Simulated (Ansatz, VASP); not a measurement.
**BN in two plane-wave programs**

Wanted: the spread between two codes on one cell, functional and k mesh. The cell is taken from a series of runs on this material, whose earlier steps may have relaxed, scaled, displaced or heated it; both programs get it as it stands.

Calculated with Ansatz 0.2.0; plane waves, with VASP 6.6.1 beside it; zone-centre phonons at LDA.

## 1. The starting structure

It takes space group F-43m (No. 216, cubic). The conventional cell has a = 3.580 Å, b = 3.580 Å, c = 3.580 Å, α = 90.00°, β = 90.00°, γ = 90.00°. Nearest to B lie 4 N at 1.55 Å. N has 4 B at 1.55 Å nearest. Farther neighbours and most contacts between anions are not listed.

## 2. VASP: zone-centre phonons, LDA

Second derivatives magnify differences that forces hide, and they need a tight electronic threshold.

Lines of VASP's logs that name or quote its potential files are left out, and so is its time.

Input file INCAR:

```
SYSTEM = BN
PREC = Accurate
ENCUT = 600
EDIFF = 1E-08
NELM = 120
ISMEAR = -1
SIGMA = 0.03
LREAL = .FALSE.
ALGO = Normal
GGA = CA
NELECT = 8.006882
NBANDS = 10
LORBIT = 11
LWAVE = .FALSE.
LCHARG = .FALSE.
ISIF = 2
IBRION = 8
LASPH = .TRUE.
GGA_COMPAT = .FALSE.
KPAR = 2
```

Input file POSCAR:

```
BN
1.0
    0.0000000000      1.7899253151      1.7899253151
    1.7899253151      0.0000000000      1.7899253151
    1.7899253151      1.7899253151      0.0000000000
B N
1 1
Direct
    0.0000000000      0.0000000000      0.0000000000
    0.2500000000      0.2500000000      0.2500000000
```

Input file KPOINTS:

```
Automatic mesh
0
Gamma
36 36 36
0 0 0
```

The projector-augmented-wave data sets are B and N (LDA family, release 64).

Run with:

```sh
$ mpirun -np 2 vasp_std
```

Numbers of over 12 decimals in the logs are rounded to 6 here.

Log:

```text
[banner, memory and clock lines left out]
running    2 mpi-ranks, on    1 nodes
 distrk:  each k-point on    1 cores,    2 groups
 distr:  one band on    1 cores,    1 groups

 POSCAR found type information on POSCAR B N
 POSCAR found :  2 types and       2 ions
 LDA part: xc-table for (Slater(with rela. corr.)+CA(PZ))
 , standard interpolation
 POSCAR, INCAR and KPOINTS ok, starting setup
 FFT: planning ... GRIDC
 FFT: planning ... GRID_SOFT
 FFT: planning ... GRID
 WAVECAR not read
 entering main loop
       N       E                     dE             d eps       ncg     rms          rms(c)
DAV:   1     0.113354975570E+02    0.11335E+02   -0.55262E+03 25282   0.887E+02
DAV:   2    -0.200143204802E+02   -0.31350E+02   -0.30348E+02 29706   0.170E+02
DAV:   3    -0.205183406083E+02   -0.50402E+00   -0.50297E+00 29040   0.189E+01
DAV:   4    -0.205189747580E+02   -0.63415E-03   -0.63414E-03 27028   0.792E-01
DAV:   5    -0.205189753557E+02   -0.59766E-06   -0.59651E-06 28332   0.244E-02BRMIX: very serious problems
 the old and the new charge density differ
 old charge density:     8.00000 new    8.00688
BRMIX: very serious problems
 the old and the new charge density differ
 old charge density:     8.00000 new    8.00688
    0.665E+00
DAV:   6    -0.194833635616E+02    0.10356E+01   -0.33321E+00 25156   0.113E+01    0.316E+00
DAV:   7    -0.193642250544E+02    0.11914E+00   -0.10003E-01 27820   0.274E+00    0.179E+00
DAV:   8    -0.193317705796E+02    0.32454E-01   -0.50305E-02 28232   0.161E+00    0.189E-01
DAV:   9    -0.193316200103E+02    0.15057E-03   -0.86020E-04 27082   0.280E-01    0.817E-02
DAV:  10    -0.193316041663E+02    0.15844E-04   -0.43488E-05 28130   0.670E-02    0.138E-02
DAV:  11    -0.193316046305E+02   -0.46428E-06   -0.17458E-06 27460   0.960E-03    0.609E-03
DAV:  12    -0.193316045638E+02    0.66739E-07   -0.48713E-07 27476   0.440E-03    0.225E-04
DAV:  13    -0.193316045640E+02   -0.17599E-09   -0.78324E-09 15672   0.906E-04
   1 F= -.19331605E+02 E0= -.19331540E+02  d E =-.129321E-03
 Linear response reoptimize wavefunctions to high precision
DAV:   1    -0.193316045640E+02    0.31832E-10   -0.20404E-10 16952   0.173E-04
 Linear response DOF=           2
 Linear response progress:
  Degree of freedom:   1/  2
       N       E                     dE             d eps       ncg     rms          rms(c)
RMM:   1    -0.418966415663E-01   -0.41897E-01   -0.23935E-02327774   0.136E+00
RMM:   2    -0.365194311540E-01    0.53772E-02   -0.96317E-04195588   0.244E-01    0.149E-01
RMM:   3    -0.364511592503E-01    0.68272E-04   -0.13719E-04204633   0.792E-02    0.833E-02
RMM:   4    -0.367412810263E-01   -0.29012E-03   -0.16251E-04204319   0.900E-02    0.764E-03
RMM:   5    -0.367309838766E-01    0.10297E-04   -0.58602E-06209458   0.729E-03    0.111E-03
RMM:   6    -0.367283422821E-01    0.26416E-05   -0.37306E-07210206   0.519E-04    0.416E-04
RMM:   7    -0.367260491717E-01    0.22931E-05    0.50335E-08212648   0.388E-04    0.438E-05
RMM:   8    -0.367261314674E-01   -0.82296E-07   -0.35922E-09213402   0.283E-05    0.104E-05
RMM:   9    -0.367260776122E-01    0.53855E-07   -0.31555E-09218239   0.119E-05    0.848E-07
RMM:  10    -0.367260777652E-01   -0.15301E-09   -0.88550E-09142803   0.475E-06    0.343E-07
 first order change of Fermi-energy   0.70540E-05
 force on displaced ion       1 direction 1 : -25.636  -0.000  -0.000
 Linear response progress:
  Degree of freedom:   2/  2
       N       E                     dE             d eps       ncg     rms          rms(c)
RMM:   1    -0.230313744007E+00   -0.23031E+00    0.10113E-01259007   0.333E+00
RMM:   2    -0.224050113335E+00    0.62636E-02   -0.20010E-03195833   0.444E-01    0.232E-01
RMM:   3    -0.225031464858E+00   -0.98135E-03   -0.39752E-04190365   0.161E-01    0.125E-01
RMM:   4    -0.227075130540E+00   -0.20437E-02   -0.37674E-04184427   0.157E-01    0.232E-02
RMM:   5    -0.227134611048E+00   -0.59481E-04   -0.55886E-06211491   0.231E-02    0.878E-04
RMM:   6    -0.227143050271E+00   -0.84392E-05    0.95967E-08208671   0.115E-03    0.403E-04
RMM:   7    -0.227141107687E+00    0.19426E-05    0.87614E-08213694   0.376E-04    0.466E-05
RMM:   8    -0.227140918398E+00    0.18929E-06    0.51738E-08213402   0.268E-05    0.199E-05
RMM:   9    -0.227140855157E+00    0.63241E-07    0.49868E-08218889   0.226E-05    0.926E-07
RMM:  10    -0.227140854896E+00    0.26126E-09    0.53037E-08165819   0.903E-06    0.361E-07
 first order change of Fermi-energy   0.14114E-04
 force on displaced ion       2 direction 1 : -25.627  -0.000  -0.000
 Linear response finished
```

Parts of OUTCAR (step 2):

```text
NELECT = 8.006882

 ion  position               nearest neighbor table
   1  0.000  0.000  0.000-   2 1.55   2 1.55   2 1.55   2 1.55
   2  0.250  0.250  0.250-   1 1.55   1 1.55   1 1.55   1 1.55

  LATTYP: Found a face centered cubic cell.
 ALAT       =     3.5798506302

 Subroutine GETGRP returns: Found 24 space group operations
 (whereof 24 operations were pure point group operations)

The static configuration has the point symmetry T_d .

 Found   1240 irreducible k-points:

   k-points           NKPTS =   1240   k-points in BZ     NKDIM =   1240   number of bands    NBANDS=     10

   dimension x,y,z NGX =    20 NGY =   20 NGZ =   20
   dimension x,y,z NGXF=    40 NGYF=   40 NGZF=   40

   ENCUT  =  600.0 eV  44.10 Ry    6.64 a.u.   5.06  5.06  5.06*2*pi/ulx,y,z

 k-points in reciprocal lattice and weights: Automatic mesh
   0.00000000  0.00000000  0.00000000       0.000
   0.02777778  0.00000000  0.00000000       0.000
   0.05555556  0.00000000  0.00000000       0.000
   0.08333333  0.00000000  0.00000000       0.000
   0.11111111  0.00000000  0.00000000       0.000
   0.13888889  0.00000000  0.00000000       0.000
   0.16666667  0.00000000  0.00000000       0.000
   0.19444444  0.00000000  0.00000000       0.000
   0.22222222  0.00000000  0.00000000       0.000
[...]
-0.27777778  0.50000000  0.22222222       0.000
  -0.25000000  0.50000000  0.25000000       0.000

 average (electrostatic) potential at core
       1 -29.1663       2 -59.7688

  Total        0.1665079      0.1665079      0.1665079     -0.0000000     -0.0000000     -0.0000000
  in kB       23.2600561     23.2600561     23.2600561     -0.0000000     -0.0000000     -0.0000000
  external PRESSURE =      23.2600561 kB  Pullay stress =       0.0000000 kB

  energy-cutoff  :      600.00
  volume of cell :       11.47
      direct lattice vectors                 reciprocal lattice vectors
     0.000000000  1.789925315  1.789925315    -0.279341264  0.279341264  0.279341264
     1.789925315  0.000000000  1.789925315     0.279341264 -0.279341264  0.279341264
     1.789925315  1.789925315  0.000000000     0.279341264  0.279341264 -0.279341264

 POSITION                                       TOTAL-FORCE (eV/Angst)
 -----------------------------------------------------------------------------------
      0.00000      0.00000      0.00000        -0.000000     -0.000000     -0.000000
      0.89496      0.89496      0.89496         0.000000      0.000000      0.000000
 -----------------------------------------------------------------------------------
    total drift:                               -0.000000     -0.000000     -0.000000

 Eigenvectors and eigenvalues of the dynamical matrix
 ----------------------------------------------------

   1 f  =   32.045063 THz   201.345071 2PiTHz 1068.908254 cm-1   132.527673 meV
             X         Y         Z           dx          dy          dz
      0.000000  0.000000  0.000000    -0.751240    0.000000    0.000000
      0.894963  0.894963  0.894963     0.660029    0.000000    0.000000

   2 f  =   32.045063 THz   201.345071 2PiTHz 1068.908254 cm-1   132.527673 meV
             X         Y         Z           dx          dy          dz
      0.000000  0.000000  0.000000     0.000000    0.751240    0.000000
      0.894963  0.894963  0.894963     0.000000   -0.660029    0.000000

   3 f  =   32.045063 THz   201.345071 2PiTHz 1068.908254 cm-1   132.527673 meV
             X         Y         Z           dx          dy          dz
      0.000000  0.000000  0.000000     0.000000    0.000000    0.751240
      0.894963  0.894963  0.894963     0.000000    0.000000   -0.660029

   4 f/i=    0.002549 THz     0.016013 2PiTHz    0.085010 cm-1     0.010540 meV
             X         Y         Z           dx          dy          dz
      0.000000  0.000000  0.000000    -0.660029    0.000000    0.000000
      0.894963  0.894963  0.894963    -0.751240    0.000000    0.000000

   5 f/i=    0.002549 THz     0.016013 2PiTHz    0.085010 cm-1     0.010540 meV
             X         Y         Z           dx          dy          dz
      0.000000  0.000000  0.000000     0.000000    0.000000   -0.660029
      0.894963  0.894963  0.894963     0.000000    0.000000   -0.751240

   6 f/i=    0.002549 THz     0.016013 2PiTHz    0.085010 cm-1     0.010540 meV
             X         Y         Z           dx          dy          dz
      0.000000  0.000000  0.000000     0.000000   -0.660029    0.000000
      0.894963  0.894963  0.894963     0.000000   -0.751240    0.000000

 ELASTIC MODULI CONTR FROM IONIC RELAXATION (kBar)
 Direction    XX          YY          ZZ          XY          YZ          ZX
 --------------------------------------------------------------------------------
 XX          -0.0000     -0.0000      0.0000      0.0000     -0.0000      0.0000
 YY          -0.0000     -0.0000     -0.0000      0.0000      0.0000      0.0000
 ZZ           0.0000     -0.0000     -0.0000     -0.0000      0.0000      0.0000
 XY           0.0000      0.0000     -0.0000    -46.0402     -0.0000      0.0000
 YZ          -0.0000      0.0000      0.0000     -0.0000    -46.0402     -0.0000
 ZX           0.0000      0.0000      0.0000      0.0000     -0.0000    -46.0402
 --------------------------------------------------------------------------------
```

The cell is charged against a uniform background.

## 3. Ansatz: zone-centre phonons, LDA

Ansatz runs on its PAW soft_1 files.

The same cell, functional (in two slightly different forms), mesh and smearing now go to Ansatz, which takes its cutoff from its data sets.

Input file input.yaml:

```yaml
crystal:
  lattice:
    - [0.0, 1.7899253151, 1.7899253151]
    - [1.7899253151, 0.0, 1.7899253151]
    - [1.7899253151, 1.7899253151, 0.0]
  atoms:
    - { symbol: B, position: [0.0, 0.0, 0.0] }
    - { symbol: "N", position: [0.25, 0.25, 0.25] }
total_charge: -0.006882
kpoints:
  mp_grid: { grid: [36, 36, 36] }
hamiltonian:
  xc: lda
  pseudopotentials: { kind: paw, azcp: { folder: soft_1 }, xc_functional: pbe }
scf:
  occupations: { method: fermi_dirac, width: 0.03 }
output:
  eigenvalues: true
phonons:
  method: dfpt
```

Run with:

```sh
$ ansatz run input.yaml --threads 8 --pin off --max-ram 16384MiB --backend cpu --events-out ev --progress --plain --runs-dir out
```

Log:

```text
zone centre: on kpoints.mp_grid the ground state, and the responses unless they are solved on pairs of k-points, stand on 3349 of the mesh's 46656 k-points, reduced under 8 symmetry operations, with k and −k counted as one. Each operation leaves every solved displacement unchanged or reverses it
Engine: ansatz 0.2.0, aarch64-unknown-linux-gnu
Pseudopotentials: kind: paw
Pseudopotential: B, paw, valence charge 3, recommended cutoff 420 eV (normal), soft_1/B.paw.azcp
Pseudopotential: N, paw, valence charge 5, recommended cutoff 420 eV (normal), soft_1/N.paw.azcp
Functional definition: SPW92
  exchange = slater_x
  correlation = pw_c
Crystal: 2 atoms, lattice volume = 11.469 Å³
Basis set: ecut = 420 eV, 229 PW (Γ), exchange–correlation on 36×36×36 points (8 copies of the dense FFT grid, shifted against one another)
Bands: 9, of which v1, the nominal top of the filled ones, is band 4 counted from 1 (3 counted from 0)
Symmetry: 24 space group operations
k-points: 3349 of 46656 (irreducible under 8 space group operations, time reversal used)
Non-local potential: B, projectors of the file, l = 0: 2, l = 1: 2, l = 2: 1
Non-local potential: N, projectors of the file, l = 0: 2, l = 1: 2, l = 2: 1
PAW form: soft (Blöchl's): semilocal exchange-correlation on the pseudo side does not see the compensation charge
PAW frozen core: B, regenerated for the run's functional, and the local potential with it (the file was generated under x = pbe(κ = 0.804, μ = 0.219515), c = pbe(β = 0.066725))
PAW frozen core: N, regenerated for the run's functional, and the local potential with it (the file was generated under x = pbe(κ = 0.804, μ = 0.219515), c = pbe(β = 0.066725))
PAW one-centre angular grid: B, 110 points (default); XC on 64 Gauss nodes
PAW one-centre angular grid: N, 110 points (default); XC on 64 Gauss nodes
Initial density: superposition of atomic densities (chi_scale 0.1, normalization cell, long waves kept (reshape's long-wave potential 0.00 eV rms))
Initial wavefunctions: pseudopotential atomic-orbital guess
Functional: x = slater, c = lda
SCF iter   1: F=—  HF=-527.128083 eV  |F-HF|=—  |Δ(HF+E_count)|=         —  Δρ=1.49e-1  dr2=2.01e0  ethr=3.10e-3  ⟨swp⟩=4.8  Hψ=183180  notcnv=0
preconditioner: auto → none  [metal: Δε(μ)=0.013 eV  Ē_g=22.283 eV  σ=0.030 eV  W_gap=0.10  n_scr=0 (ndim 8)  ℏωp=31.0 eV  f_vac=0.000  D(μ)=0.05/eV (n_scr^D=0)]
SCF iter   2: F=—  HF=-526.444245 eV  |F-HF|=—  |Δ(HF+E_count)|=   6.84e-1  Δρ=6.43e-2  dr2=2.63e-1  ethr=3.10e-3  ⟨swp⟩=2.1  Hψ=82645  notcnv=0  defer=3193
SCF iter   3: F=—  HF=-526.371060 eV  |F-HF|=—  |Δ(HF+E_count)|=   7.32e-2  Δρ=2.16e-2  dr2=3.28e-2  ethr=3.10e-3  ⟨swp⟩=3.0  Hψ=52780  notcnv=0  defer=3193
SCF iter   4: F=—  HF=-526.361499 eV  |F-HF|=—  |Δ(HF+E_count)|=   9.56e-3  Δρ=2.91e-3  dr2=3.25e-4  ethr=4.10e-4  ⟨swp⟩=3.0  Hψ=53837  notcnv=0  defer=3193
SCF iter   5: F=—  HF=-526.361482 eV  |F-HF|=—  |Δ(HF+E_count)|=   1.72e-5  Δρ=1.56e-4  dr2=1.21e-6  ethr=4.06e-6  ⟨swp⟩=2.0  Hψ=36146  notcnv=0  defer=3193
SCF iter   6: F=—  HF=-526.361481 eV  |F-HF|=—  |Δ(HF+E_count)|=   1.90e-7  Δρ=1.45e-5  dr2=5.18e-9  ethr=1.51e-8  ⟨swp⟩=2.3  Hψ=43260  notcnv=0  defer=3193
SCF iter   7: F=—  HF=-526.361481 eV  |F-HF|=—  |Δ(HF+E_count)|=  6.30e-11  Δρ=7.30e-7  dr2=2.79e-11  ethr=6.47e-11  ⟨swp⟩=2.0  Hψ=37429  notcnv=0  defer=3193
SCF iter   8: F=-526.361481 eV  HF=-526.361481 eV  |F-HF|=2.27e-13  |Δ(HF+E_count)|=  4.77e-12  Δρ=9.12e-8  dr2=3.30e-13  ethr=1.00e-12  ⟨swp⟩=9.4  Hψ=133155  notcnv=0
SCF 1 converged in 8 iterations: F = -526.361481 eV  dr2 = 3.30e-13
  greatest PAW one-centre occupation: 0.784 electrons in one spin orbital (limit 2), on the N atom at site 1 (counted from 0), in its partial waves of l = 0
DFPT response loops at Γ: preconditioner auto → Kerker (q_TF=auto, 2.570 Å⁻¹) (partly filled bands, converged f_vac=0.000); β = 1.00, the filter's whole step (`scf.mixing.beta` (0.50) is not read by the response loops under this deck's `scf.mixing.preconditioner`; to damp them name `kerker` or `kerker_dos`, under which they read `scf.mixing.beta`, and type it under 1.00, their step now; both keys bind the ground state too); Broyden in place of MSR1
SCF converged after 8 iterations
Free energy (F): -526.361481 eV
Harris-Foulkes:  -526.361481 eV  (|F-HF|=2.27e-13)
Internal energy: -526.361352 eV  (E = F + TS)
E sigma→0 (E₀):  -526.361417 eV
Entropy (-TS):   -0.000130 eV (-0.065 meV/atom)
Fermi energy:    16.053291 eV
--- Per-component energies (eV) ---
  E_band       = 27.403182
  E_kinetic    = 185.124738
  E_local      = -157.020117  (includes V_loc(G=0)·N_el)
  E_nonlocal   = 44.173362
  E_hartree    = 47.756702
  E_xc         = -92.882397
  E_vxc        = -115.321329  (∫ρ·V_xc dr)
  E_paw        = -191.736927  (= ΣΔE_a)
  E_vpaw       = -25.067792  (= ΣTr[D̂ρ^β])
  E_aug_tail   = 0.000921  (compensation charges beyond the density's cutoff)
  E_ewald      = -361.903510
  E_core_change = 0.125878  (= ΣΔE_core)
  E_smearing   = -0.000130  (= −TS)
  E_closure    = -0.000000  (closes the sum)
  E_deformation_potential = -0.147288  (in the stress; not in F)
  Σ components = -526.361481   (vs F -526.361481, Δ=0.00e0)
--- Band table (eV; the first three rows and the last of 3349) ---
  k-point 0: bands = ["-9.0284", "11.3851", "11.3851", "11.3851", "20.2128", "20.2128", "20.2128", "22.2718", "36.3648"]
  k-point 1: bands = ["-9.0091", "11.2730", "11.3625", "11.3625", "20.2460", "20.2460", "20.2492", "22.3310", "36.3268"]
  k-point 2: bands = ["-8.9510", "10.9548", "11.2985", "11.2985", "20.3431", "20.3431", "20.3470", "22.5066", "36.2172"]
  k-point 3348: bands = ["-2.8314", "3.7527", "4.1372", "4.6149", "20.9497", "24.9538", "25.8123", "26.5003", "30.8581"]
--- Phonons (Γ-DFPT): 2 representative perturbations + reference, on 3349 of 46656 k-points (Σ response iterations 6) ---
  k mesh reduced under 8 symmetry operations, with k and −k counted as one. Each operation leaves every solved displacement unchanged or reverses it
  ASR residual: 1.220e-5 → 0.000e0 eV/Å²; symmetrization residual: 8.817e-7 eV/Å²
  ASR residual per site (eV/Å²): 1.22e-5 9.44e-6
  Γ frequencies (cm⁻¹): 0.00 0.00 0.00 1064.28 1064.28 1064.28
  non-analytic LO–TO correction: not included (Born effective charges unavailable; polar crystals: no LO–TO splitting at Γ)
```

The column dr2 measures how far the density is from self-consistency, as an energy; F and HF (Harris–Foulkes) agree once it is small.

## 4. Differences

Known differences besides the potentials themselves: the two LDA forms differ slightly; the cutoff is 420 eV in Ansatz and 600 eV in VASP; VASP's log shows a relativistic correction to its local exchange, Ansatz's none. Total energies have different zeros and are not compared.

Compared:

```csv
quantity,Ansatz,VASP,difference
optical mode 1 to 3 (cm⁻¹),1064.3,1068.9,-0.43 %
```

Modes are paired by rising frequency, not by their patterns, so a pair may set unlike modes beside each other; they are those without the splitting of longitudinal modes. The cell carries a charge of -0.006882 e against a uniform background, so its pressure also hangs on how the neutralising background is counted, and in a defect's cell a gap may be the spacing between its levels.

## 5. What came out

```
r.m.s. difference of the optical zone-centre modes, each program's sorted by frequency (zone-centre phonons, LDA) : 4.6 cm⁻¹
```

What this shows: The r.m.s. difference of the optical zone-centre modes, each program's sorted by frequency is 4.6 cm⁻¹ (zone-centre phonons, LDA). How closely two codes agree says nothing of how well the functional describes the real material.

[Lines on the potential files, build, host, timing and source positions are cut from VASP's logs without a mark.]

[Logs are printed without paths, hosts, clocks, repeated set-up lines and the standing remarks that a program may print on its own settings, such as how far it seeks lower states.]

[Hosts, paths, dates, database ids (printed as entryN), source tags and the programs' standing remarks are cut or masked in the printed files.]
